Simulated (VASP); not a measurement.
All values below come from PBE GGA, VASP's PBE PAW potentials (set 64) (plane waves; VASP).

VASP input:

### KPOINTS
```
Regular mesh
0
Gamma
 7 7 1
0 0 0
```

**POSCAR**
```
LaAs
4.6386510
  1.0000000000   0.0000000000   0.0000000000
 -0.5000001078   0.8660254889   0.0000000000
  0.0000000000   0.0000000000   3.0181188453
La As
1 1
Direct
  0.6666670000   0.3333330000   0.5000000000
  0.3333330000   0.6666670000   0.5000000000
```

### INCAR
```
# general
SYSTEM  = LaAs
PREC    = Accurate
ENCUT   = 300
LREAL   = .FALSE.
LASPH   = .TRUE.   # aspherical one-centre terms

# electronic loop
EDIFF   = 1E-6   # SCF stop (eV)
NELM    = 100
ALGO    = Normal   # blocked Davidson
LMAXMIX = 6

# smearing
ISMEAR  = 0   # Gaussian
SIGMA   = 0.05   # width (eV)

# functional
GGA     = PE

# ions
ISIF    = 2   # forces and stress, cell fixed

# output
LWAVE   = .FALSE.
LCHARG  = .FALSE.
```

POTCAR, in this order: La As (PBE.64 set). Program: vasp_std.

What VASP printed:

OSZICAR:
```
       N       E                     dE             d eps       ncg     rms          rms(c)
DAV:   1     0.171958560204E+03    0.17196E+03   -0.40447E+03   200   0.691E+02
DAV:   2     0.211467650230E+02   -0.15081E+03   -0.14816E+03   304   0.225E+02
DAV:   3    -0.721895607313E+01   -0.28366E+02   -0.28026E+02   212   0.115E+02
DAV:   4    -0.116712452798E+02   -0.44523E+01   -0.44377E+01   344   0.610E+01
DAV:   5    -0.118792860276E+02   -0.20804E+00   -0.20652E+00   272   0.960E+00    0.526E+00
DAV:   6    -0.105917764571E+02    0.12875E+01   -0.24913E+00   288   0.105E+01    0.296E+00
DAV:   7    -0.101827769108E+02    0.40900E+00   -0.12016E+00   320   0.709E+00    0.126E+00
DAV:   8    -0.101193633137E+02    0.63414E-01   -0.16960E-01   336   0.445E+00    0.376E-01
DAV:   9    -0.101020805528E+02    0.17283E-01   -0.27883E-02   320   0.165E+00    0.234E-01
DAV:  10    -0.100931892596E+02    0.88913E-02   -0.89635E-03   256   0.648E-01    0.135E-01
DAV:  11    -0.100882164239E+02    0.49728E-02   -0.16236E-02   304   0.747E-01    0.891E-02
DAV:  12    -0.100890997684E+02   -0.88334E-03   -0.12412E-03   320   0.380E-01    0.602E-02
DAV:  13    -0.100900985950E+02   -0.99883E-03   -0.20112E-03   260   0.305E-01    0.395E-02
DAV:  14    -0.100905172797E+02   -0.41868E-03   -0.58680E-04   320   0.254E-01    0.205E-02
DAV:  15    -0.100927209922E+02   -0.22037E-02   -0.59190E-04   248   0.808E-02    0.140E-02
DAV:  16    -0.100934902081E+02   -0.76922E-03   -0.37311E-04   272   0.794E-02    0.450E-03
DAV:  17    -0.100935629312E+02   -0.72723E-04   -0.47128E-05   320   0.388E-02    0.338E-03
DAV:  18    -0.100935850393E+02   -0.22108E-04   -0.60828E-06   320   0.219E-02    0.129E-03
DAV:  19    -0.100935894169E+02   -0.43777E-05   -0.82957E-07   232   0.592E-03    0.635E-04
DAV:  20    -0.100935898474E+02   -0.43052E-06   -0.14706E-07   192   0.470E-03
   1 F= -.10093590E+02 E0= -.10093590E+02  d E =-.174306E-10
```

### OUTCAR
```
------------------------ aborting loop because EDIFF is reached ----------------------------------------
  FORCE on cell =-STRESS in cart. coord.  units (eV):
  Direction    XX          YY          ZZ          XY          YZ          ZX
  --------------------------------------------------------------------------------------
  Total        6.8130529      6.8130543     -0.0411883     -0.0000008     -0.0000000      0.0000000
  in kB       41.8417882     41.8417965     -0.2529545     -0.0000052     -0.0000000      0.0000000
  external PRESSURE =      27.8102101 kB  Pullay stress =       0.0000000 kB
  volume of cell :      260.88
      direct lattice vectors                 reciprocal lattice vectors
     4.638651000  0.000000000  0.000000000     0.215579918  0.124465138  0.000000000
    -2.319326000  4.017190000  0.000000000     0.000000000  0.248930222  0.000000000
     0.000000000  0.000000000 14.000000000     0.000000000  0.000000000  0.071428571
 POSITION                                       TOTAL-FORCE (eV/Angst)
 -----------------------------------------------------------------------------------
      2.31933      1.33906      7.00000         0.000000     -0.000000      0.000000
     -0.00000      2.67813      7.00000        -0.000000      0.000000      0.000000
 -----------------------------------------------------------------------------------
    total drift:                               -0.002631      0.001520      0.000000
  FREE ENERGIE OF THE ION-ELECTRON SYSTEM (eV)
  ---------------------------------------------------
  free  energy   TOTEN  =       -10.0935898474 eV

  energy  without entropy=      -10.0935898474  energy(sigma->0) =      -10.09358985
```
(Selected blocks of OUTCAR.)

At this cut-off the stress carries a Pulay error, which pulls relaxed volumes low. The cell holds a wide vacuum, so values per volume refer to the whole cell.

The cell is a sheet with vacuum, built from a generated structure.
